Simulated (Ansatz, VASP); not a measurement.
**AlGaAs2 ([001] superlattice of 3 + 3 monolayers (invented)): VASP beside Ansatz**

Aim: how closely do two programs agree when they are given the same cell, functional and k mesh? The cell is generated by rule, not measured, and may not be a known phase. The cell is taken from a series of runs on this material, whose earlier steps may have relaxed, scaled, displaced or heated it; both programs get it as it stands.

Program: Ansatz 0.2.0. Level of theory: plane waves, with VASP 6.6.1 beside it; relaxation of cell and atoms at r2SCAN. Results are calculated unless marked as measured.

## (1) Starting point

The structure is tetragonal, space group P-4m2 (No. 115). Conventional cell: a = 4.000 Å, b = 4.000 Å, c = 16.971 Å, α = 90.00°, β = 90.00°, γ = 90.00°. Ga has 4 As at 2.45 Å nearest. Nearest to Ga lie 4 As at 2.45 Å. As has 4 Ga at 2.45 Å nearest. Nearest to As lie 2 Ga at 2.45 Å and 2 Al at 2.45 Å. As has 4 Al at 2.45 Å nearest. Nearest to Al lie 4 As at 2.45 Å. Farther neighbours are not listed.

## (2) VASP: relaxation of cell and atoms, r2SCAN

The relaxed volume is the usual yardstick between codes: in a stiff, nearly cubic crystal its relative difference is about their pressure difference at one cell divided by the bulk modulus.

Lines of VASP's logs that name or quote its potential files are left out, and so is its time.

INCAR reads:

```
SYSTEM = AlGaAs2
PREC = Accurate
ENCUT = 550
EDIFF = 1E-07
NELM = 120
ISMEAR = 0
SIGMA = 0.02
LREAL = .FALSE.
ALGO = Normal
METAGGA = R2SCAN
LASPH = .TRUE.
NBANDS = 51
LORBIT = 11
LWAVE = .FALSE.
LCHARG = .FALSE.
ISIF = 3
IBRION = 2
NSW = 80
EDIFFG = -0.005
GGA_COMPAT = .FALSE.
NELMIN = 4
EFERMI = MIDGAP
LMIXTAU = .TRUE.
KPAR = 2
```

POSCAR reads:

```
AlGaAs2
1.0
    4.0001030000      0.0000000000      0.0000000000
    0.0000000000      4.0001030000      0.0000000000
    0.0000000000      0.0000000000     16.9710000000
Ga As Al
3 6 3
Direct
    0.0000000000      0.0000000000      0.8333329798
    0.5000001250      0.5000001250      0.0000000000
    0.0000000000      0.0000000000      0.1666670202
    0.0000000000      0.5000001250      0.9166670202
    0.5000001250      0.0000000000      0.0833329798
    0.0000000000      0.5000001250      0.2500000000
    0.5000001250      0.0000000000      0.4166670202
    0.0000000000      0.5000001250      0.5833329798
    0.5000001250      0.0000000000      0.7500000000
    0.5000001250      0.5000001250      0.3333329798
    0.0000000000      0.0000000000      0.5000000000
    0.5000001250      0.5000001250      0.6666670202
```

KPOINTS reads:

```
Automatic mesh
0
Gamma
6 6 2
0 0 0
```

PAW data sets: Ga_d, As and Al (PBE family, release 64).

Launch:

```console
$ mpirun -np 2 vasp_std
```

Numbers of over 12 decimals in the logs are rounded to 6 here.

What it wrote:

```text
[banner, memory and clock lines left out]
running    2 mpi-ranks, on    1 nodes
 distrk:  each k-point on    1 cores,    2 groups
 distr:  one band on    1 cores,    1 groups

 POSCAR found type information on POSCAR GaAsAl
 POSCAR found :  3 types and      12 ions
|                                                                             |
|               ----> ADVICE to this user running VASP <----                  |
|                                                                             |
|     You enforced a specific xc type in the INCAR file but a different       |
|     [... a line on the potential file left out ...]
|     I HOPE YOU KNOW WHAT YOU ARE DOING!                                     |
|                                                                             |

 LDA part: xc-table for (None), standard interpolation
 POSCAR, INCAR and KPOINTS ok, starting setup
 FFT: planning ... GRIDC
 FFT: planning ... GRID_SOFT
 FFT: planning ... GRID
 WAVECAR not read
 entering main loop
       N       E                     dE             d eps       ncg     rms          rms(c)
DAV:   1     0.555211247069E+03    0.55521E+03   -0.34350E+04  2147   0.187E+03
DAV:   2    -0.463265747780E+02   -0.60154E+03   -0.56780E+03  2280   0.501E+02
DAV:   3    -0.152503759497E+03   -0.10618E+03   -0.10123E+03  2477   0.157E+02
DAV:   4    -0.158927108911E+03   -0.64233E+01   -0.63690E+01  2429   0.391E+01
DAV:   5    -0.159153102438E+03   -0.22599E+00   -0.22555E+00  2754   0.735E+00    0.956E+00
DAV:   6    -0.156789190879E+03    0.23639E+01   -0.31306E+00  2567   0.142E+01    0.535E+00
DAV:   7    -0.150690410922E+03    0.60988E+01   -0.11613E+00  2387   0.484E+00    0.190E+00
DAV:   8    -0.155925015091E+03   -0.52346E+01   -0.11482E+00  2180   0.508E+00    0.804E-01
DAV:   9    -0.152163030637E+03    0.37620E+01   -0.38587E-01  2197   0.402E+00    0.386E-01
DAV:  10    -0.148768699761E+03    0.33943E+01   -0.56447E-01  2064   0.294E+00    0.254E-01
DAV:  11    -0.149577082381E+03   -0.80838E+00   -0.24139E-01  2138   0.280E+00    0.143E-01
DAV:  12    -0.149114753813E+03    0.46233E+00   -0.35602E-02  2153   0.120E+00    0.835E-02
DAV:  13    -0.148331995304E+03    0.78276E+00   -0.13854E-01  2089   0.188E+00    0.102E-01
DAV:  14    -0.148658075758E+03   -0.32608E+00   -0.12587E-01  2101   0.158E+00    0.109E-01
[...]
DAV:  34    -0.149205406397E+03    0.50531E-04   -0.25827E-04  2849   0.203E-01    0.113E-01
DAV:  35    -0.149205383635E+03    0.22762E-04   -0.19926E-04  2466   0.776E-02    0.781E-02
DAV:  36    -0.149205429600E+03   -0.45965E-04   -0.30828E-05  2642   0.320E-02    0.664E-02
DAV:  37    -0.149205410520E+03    0.19079E-04   -0.27441E-05  2439   0.418E-02    0.498E-02
DAV:  38    -0.149205455613E+03   -0.45093E-04   -0.31477E-05  2619   0.632E-02    0.228E-02
DAV:  39    -0.149205454635E+03    0.97835E-06   -0.20640E-05  2408   0.245E-02    0.150E-02
DAV:  40    -0.149205463289E+03   -0.86536E-05   -0.73003E-06  2143   0.174E-02    0.141E-02
DAV:  41    -0.149205466268E+03   -0.29796E-05   -0.71110E-06  2147   0.160E-02    0.111E-02
[...]
DAV:   3    -0.149206778283E+03    0.11097E-01   -0.42863E-02  2896   0.196E+00    0.140E-01
DAV:   4    -0.149204045468E+03    0.27328E-02   -0.88569E-03  2119   0.767E-01    0.787E-02
DAV:   5    -0.149207046070E+03   -0.30006E-02   -0.14067E-03  2329   0.215E-01    0.539E-02
DAV:   6    -0.149207271974E+03   -0.22590E-03   -0.70630E-04  2293   0.178E-01    0.215E-02
DAV:   7    -0.149208034301E+03   -0.76233E-03   -0.47543E-04  2085   0.126E-01    0.120E-02
DAV:   8    -0.149208198808E+03   -0.16451E-03   -0.72324E-05  2270   0.589E-02    0.844E-03
DAV:   9    -0.149208277053E+03   -0.78244E-04   -0.64237E-05  2094   0.495E-02    0.327E-03
DAV:  10    -0.149208339475E+03   -0.62423E-04   -0.15183E-05  2237   0.307E-02    0.273E-03
DAV:  11    -0.149208349244E+03   -0.97682E-05   -0.27912E-06  2400   0.102E-02    0.158E-03
DAV:  12    -0.149208361465E+03   -0.12221E-04   -0.38216E-06  2091   0.152E-02    0.974E-04
DAV:  13    -0.149208361563E+03   -0.98369E-07   -0.29624E-07  2187   0.519E-03
   2 F= -.14920836E+03 E0= -.14920836E+03  d E =-.288857E-02
[... from here on, the cycles between the ionic steps are left out ...]
   3 F= -.14921018E+03 E0= -.14921018E+03  d E =-.470649E-02
   4 F= -.14921018E+03 E0= -.14921018E+03  d E =-.470470E-02
   5 F= -.14921032E+03 E0= -.14921032E+03  d E =-.147098E-03
   6 F= -.14921036E+03 E0= -.14921036E+03  d E =-.179564E-03
   7 F= -.14921036E+03 E0= -.14921036E+03  d E =-.178170E-03
   8 F= -.14921037E+03 E0= -.14921037E+03  d E =-.124171E-04
   9 F= -.14921037E+03 E0= -.14921037E+03  d E =-.137910E-04
 curvature:  -0.93 expect dE=-0.791E-05 dE for cont linesearch -0.127E-07
 trial: gam= 0.21409 g(F)=  0.812E-05 g(S)=  0.419E-06 ort =-0.856E-06 (trialstep = 0.116E+01)
 search vector abs. value=  0.106E-04
 bond charge predicted
       N       E                     dE             d eps       ncg     rms          rms(c)
DAV:   1    -0.149210373236E+03   -0.36783E-05   -0.85961E-04  2187   0.121E-01    0.754E-03
DAV:   2    -0.149210377392E+03   -0.41557E-05   -0.32242E-05  2598   0.329E-02    0.404E-03
DAV:   3    -0.149210378788E+03   -0.13959E-05   -0.20789E-06  2809   0.961E-03    0.187E-03
DAV:   4    -0.149210379034E+03   -0.24643E-06   -0.55858E-07  2205   0.606E-03    0.653E-04
DAV:   5    -0.149210379348E+03   -0.31382E-06   -0.30113E-07  1903   0.468E-03    0.274E-04
DAV:   6    -0.149210379318E+03    0.30376E-07   -0.62277E-08  1271   0.193E-03
  10 F= -.14921038E+03 E0= -.14921038E+03  d E =-.966688E-05
 trial-energy change:   -0.000010  1 .order   -0.000008   -0.000010   -0.000007
 step:   3.7104(harm=  3.7104)  dis= 0.00127  next Energy=  -149.210385 (dE=-0.155E-04)
 reached required accuracy - stopping structural energy minimisation
```

OUTCAR, selected parts (step 2):

```text
ion  position               nearest neighbor table
   1  0.000  0.000  0.833-   9 2.45   9 2.45   4 2.45   4 2.45
   2  0.500  0.500  0.000-   4 2.45   5 2.45   5 2.45   4 2.45
   3  0.000  0.000  0.167-   6 2.45   6 2.45   5 2.45   5 2.45
   4  0.000  0.500  0.917-   2 2.45   2 2.45   1 2.45   1 2.45
   5  0.500  0.000  0.083-   2 2.45   2 2.45   3 2.45   3 2.45
   6  0.000  0.500  0.250-   3 2.45  10 2.45  10 2.45   3 2.45
   7  0.500  0.000  0.417-  11 2.45  11 2.45  10 2.45  10 2.45
   8  0.000  0.500  0.583-  11 2.45  11 2.45  12 2.45  12 2.45
   9  0.500  0.000  0.750-   1 2.45  12 2.45  12 2.45   1 2.45
  10  0.500  0.500  0.333-   6 2.45   6 2.45   7 2.45   7 2.45
  11  0.000  0.000  0.500-   7 2.45   8 2.45   7 2.45   8 2.45
  12  0.500  0.500  0.667-   9 2.45   9 2.45   8 2.45   8 2.45

  LATTYP: Found a simple tetragonal cell.
 ALAT       =     4.0001030000
 C/A-ratio  =     4.2426407520

 Subroutine GETGRP returns: Found  8 space group operations
 (whereof  8 operations were pure point group operations)

The static configuration has the point symmetry D_2d.

 Found     20 irreducible k-points:

   k-points           NKPTS =     20   k-points in BZ     NKDIM =     20   number of bands    NBANDS=     51

   dimension x,y,z NGX =    32 NGY =   32 NGZ =  140
   dimension x,y,z NGXF=    64 NGYF=   64 NGZF=  280

   ENCUT  =  550.0 eV  40.42 Ry    6.36 a.u.   7.65  7.65 32.45*2*pi/ulx,y,z

   NELECT =      78.0000    total number of electrons

 k-points in reciprocal lattice and weights: Automatic mesh
   0.00000000  0.00000000  0.00000000       0.014
   0.16666667  0.00000000  0.00000000       0.056
   0.33333333  0.00000000  0.00000000       0.056
   0.50000000  0.00000000  0.00000000       0.028
   0.16666667  0.16666667  0.00000000       0.056
   0.33333333  0.16666667  0.00000000       0.111
   0.50000000  0.16666667  0.00000000       0.056
   0.33333333  0.33333333  0.00000000       0.056
   0.50000000  0.33333333  0.00000000       0.056
[...]
0.50000000  0.33333333  0.50000000       0.056
   0.50000000  0.50000000  0.50000000       0.014

 average (electrostatic) potential at core
       1 -71.0982       2 -71.0749       3 -71.0982       4 -54.7348       5 -54.7348
       6 -54.5481       7 -54.3903       8 -54.3903       9 -54.5481      10 -79.5085
      11 -79.5558      12 -79.5085

 E-fermi :   4.4339

 k-point     1 :       0.0000    0.0000    0.0000
  band No.  band energies     occupation
    ...
     35       2.6889      2.00000
     36       2.6889      2.00000
     37       3.6090      2.00000
     38       3.6245      2.00000
     39       3.6245      2.00000
     40       5.2433      0.00000
     41       5.3174      0.00000
     42       5.6732      0.00000
     43       5.7601      0.00000
     44       5.9957      0.00000
    ...

 k-point     2 :       0.1667    0.0000    0.0000
  band No.  band energies     occupation
    ...
     35       2.7428      2.00000
     36       2.7968      2.00000
     37       2.8855      2.00000
     38       3.0755      2.00000
     39       3.5322      2.00000
     40       5.7385      0.00000
     41       6.1286      0.00000
     42       6.2251      0.00000
     43       6.2759      0.00000
     44       6.6841      0.00000
    ...

 k-point     3 :       0.3333    0.0000    0.0000
  band No.  band energies     occupation
    ...
     35       2.7369      2.00000
     36       2.7859      2.00000
     37       2.7946      2.00000
     38       2.8038      2.00000
     39       3.1807      2.00000
     40       5.6714      0.00000
     41       5.7099      0.00000
     42       6.3297      0.00000
     43       6.6273      0.00000
     44       6.7391      0.00000
    ...

  Total        0.0001676      0.0001676      0.0154103      0.0000000      0.0000000      0.0000000
  in kB        0.0009806      0.0009806      0.0901539      0.0000000      0.0000000      0.0000000
  external PRESSURE =       0.0307050 kB  Pullay stress =       0.0000000 kB

  energy-cutoff  :      550.00
  volume of cell :      273.87
      direct lattice vectors                 reciprocal lattice vectors
     4.014952053  0.000000000  0.000000000     0.249068977  0.000000000  0.000000000
     0.000000000  4.014952053  0.000000000     0.000000000  0.249068977  0.000000000
    -0.000000000  0.000000000 16.989384408    -0.000000000  0.000000000  0.058860285

 POSITION                                       TOTAL-FORCE (eV/Angst)
 -----------------------------------------------------------------------------------
      0.00000      0.00000     14.16074        -0.000000      0.000000      0.003977
      2.00748      2.00748     16.98938        -0.000000      0.000000      0.000000
     -0.00000      0.00000      2.82864         0.000000      0.000000     -0.003977
     -0.00000      2.00748     15.57534        -0.000000      0.000000      0.000240
      2.00748      0.00000      1.41405        -0.000000      0.000000     -0.000240
     -0.00000      2.00748      4.24929        -0.000000      0.000000     -0.003127
      2.00748      0.00000      7.07722        -0.000000      0.000000      0.000105
      0.00000      2.00748      9.91216        -0.000000      0.000000     -0.000105
      2.00748      0.00000     12.74010         0.000000      0.000000      0.003127
      2.00748      2.00748      5.66033        -0.000000      0.000000     -0.004258
     -0.00000      0.00000      8.49469         0.000000      0.000000      0.000000
      2.00748      2.00748     11.32906        -0.000000      0.000000      0.004258
 -----------------------------------------------------------------------------------
    total drift:                               -0.000361     -0.000361      0.000000

  FREE ENERGIE OF THE ION-ELECTRON SYSTEM (eV)
  ---------------------------------------------------
  free  energy   TOTEN  =      -149.2103793178 eV

  energy  without entropy=     -149.2103793178  energy(sigma->0) =     -149.21037932

 reached required accuracy - stopping structural energy minimisation

 total charge
# of ion       s       p       d       tot
------------------------------------------
    1        0.844   0.782   9.998  11.624
    2        0.846   0.787   9.997  11.631
    3        0.844   0.782   9.998  11.624
    4        1.203   1.634   0.032   2.869
    5        1.203   1.634   0.032   2.869
    6        1.195   1.684   0.028   2.907
    7        1.189   1.731   0.025   2.944
    8        1.189   1.731   0.025   2.944
    9        1.195   1.684   0.028   2.907
   10        0.400   0.378   0.000   0.778
   11        0.398   0.375   0.000   0.774
   12        0.400   0.378   0.000   0.778
--------------------------------------------------
tot         10.906  13.580  30.162  54.648

[... 3 further parts left out ...]
```

CONTCAR:

```
AlGaAs2
   1.00000000000000
     4.0149520533096030    0.0000000000000000    0.0000000000000000
     0.0000000000000000    4.0149520533096030    0.0000000000000000
    -0.0000000000000000    0.0000000000000000   16.9893844083834473
  Ga              As              Al
     3     6     3
Direct
     0.0000000000000000    0.0000000000000000    0.8335053851803110
     0.5000001249999997    0.5000001249999997    1.0000000000000000
     0.0000000000000000    0.0000000000000000    0.1664946148196890
     0.0000000000000000    0.5000001249999997    0.9167689010998185
     0.5000001249999997    0.0000000000000000    0.0832310989001817
     0.0000000000000000    0.5000001249999997    0.2501141973882609
     0.5000001249999997    0.0000000000000000    0.4165672501973615
     0.0000000000000000    0.5000001249999997    0.5834327498026385
     0.5000001249999997    0.0000000000000000    0.7498858026117392
     0.5000001249999997    0.5000001249999997    0.3331685456237340
     0.0000000000000000    0.0000000000000000    0.5000000000000000
     0.5000001249999997    0.5000001249999997    0.6668314543762659
```

The run keeps the 8 symmetry operations of its start, so it cannot find a distortion of lower symmetry.

(Part 1 of 2 ends here.)

[Lines on the potential files, build, host, timing and source positions are cut from VASP's logs without a mark.]

[Logs are printed without paths, hosts, clocks, repeated set-up lines and the standing remarks that a program may print on its own settings, such as how far it seeks lower states.]

[Hosts, paths, dates, database ids (printed as entryN), source tags and the programs' standing remarks are cut or masked in the printed files.]
